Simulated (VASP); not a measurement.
Output of a VASP run:

File OSZICAR:
```
       N       E                     dE             d eps       ncg     rms          rms(c)
DAV:   1     0.103656595570E+03    0.10366E+03   -0.42962E+03  2318   0.312E+02
DAV:   2     0.197114582770E+01   -0.10169E+03   -0.93421E+02  2462   0.129E+02
DAV:   3    -0.595146383161E+01   -0.79226E+01   -0.78099E+01  2965   0.344E+01
DAV:   4    -0.608037268663E+01   -0.12891E+00   -0.12880E+00  2803   0.424E+00
DAV:   5    -0.608284601825E+01   -0.24733E-02   -0.24731E-02  2860   0.601E-01    0.177E+00
DAV:   6    -0.602920729885E+01    0.53639E-01   -0.17311E-02  3010   0.645E-01    0.117E+00
DAV:   7    -0.601653626882E+01    0.12671E-01   -0.19713E-02  3220   0.503E-01    0.426E-01
DAV:   8    -0.601620357922E+01    0.33269E-03   -0.20604E-03  2642   0.205E-01    0.535E-02
DAV:   9    -0.601617896023E+01    0.24619E-04   -0.95706E-05  2964   0.489E-02    0.292E-02
DAV:  10    -0.601617803583E+01    0.92439E-06   -0.78415E-06  3313   0.123E-02    0.236E-02
DAV:  11    -0.601617803806E+01   -0.22294E-08   -0.59911E-07  3059   0.615E-03
   1 F= -.60161780E+01 E0= -.60161780E+01  d E =-.444443E-38
 imaginary and real dielectric function
```

OUTCAR:
```
------------------------ aborting loop because EDIFF is reached ----------------------------------------
  FORCE on cell =-STRESS in cart. coord.  units (eV):
  Direction    XX          YY          ZZ          XY          YZ          ZX
  --------------------------------------------------------------------------------------
  Total       -0.0002300     -0.0002300     -0.0002300     -0.0000000     -0.0000000     -0.0000000
  in kB       -0.0060278     -0.0060278     -0.0060278     -0.0000000     -0.0000000     -0.0000000
  external PRESSURE =      -0.0060278 kB  Pullay stress =       0.0000000 kB
  volume of cell :       61.12
      direct lattice vectors                 reciprocal lattice vectors
     0.000000000  3.126460379  3.126460379    -0.159925264  0.159925264  0.159925264
     3.126460379  0.000000000  3.126460379     0.159925264 -0.159925264  0.159925264
     3.126460379  3.126460379  0.000000000     0.159925264  0.159925264 -0.159925264
  FREE ENERGIE OF THE ION-ELECTRON SYSTEM (eV)
  ---------------------------------------------------
  free  energy   TOTEN  =        -6.0161780381 eV

  energy  without entropy=       -6.0161780381  energy(sigma->0) =       -6.01617804

 plasma frequency squared (from intraband transitions) (eV^2)
  --------------------------------------------------------------------------------------
       0.000       0.000       0.000
       0.000       0.000       0.000
       0.000       0.000       0.000

 plasma frequency squared (from interband transitions, int dw w eps(2)(w)) (eV^2)
  --------------------------------------------------------------------------------------
     211.864       0.000       0.000       0.000      -0.000       0.000
       0.000      -0.000     211.864       0.000      -0.000       0.000
      -0.000      -0.000      -0.000      -0.000     211.864       0.000
```
(Selected blocks of OUTCAR.)

### POSCAR
```
NaI
1
    0.0000000000     3.1264603786     3.1264603786
    3.1264603786     0.0000000000     3.1264603786
    3.1264603786     3.1264603786     0.0000000000
Na I
1 1
Direct
  0.0000000000   0.0000000000   0.0000000000
  0.5000000000   0.5000000000   0.5000000000
```

Task: Reconstruct the remaining input files.

Result: This is not unique; one that fits is the input of the run itself, LDA (Ceperley-Alder, Perdew-Zunger), plane waves, VASP's LDA PAW potentials (set 64).

**KPOINTS**
```
Automatic mesh
0
Gamma
9 9 9
0 0 0
```

**INCAR**
```
# general
SYSTEM =NaI
PREC   =Accurate
ENCUT  =400
LREAL  =.FALSE.
LASPH  =.TRUE.
NBANDS =33

# electronic loop
EDIFF  =1E-7
NELM   =100
ALGO   =Normal
LMAXMIX=4

# smearing
ISMEAR =0
SIGMA  =0.01

# output
LWAVE  =.FALSE.
LCHARG =.FALSE.
NEDOS  =1001

# other
LOPTICS=.TRUE.
CSHIFT =0.1
```

POTCAR, in this order: Na_pv I (LDA.64 set). Program: vasp_std.

The compound is NaI in the rock salt structure. It was relaxed first, which changed the volume by -10 %.
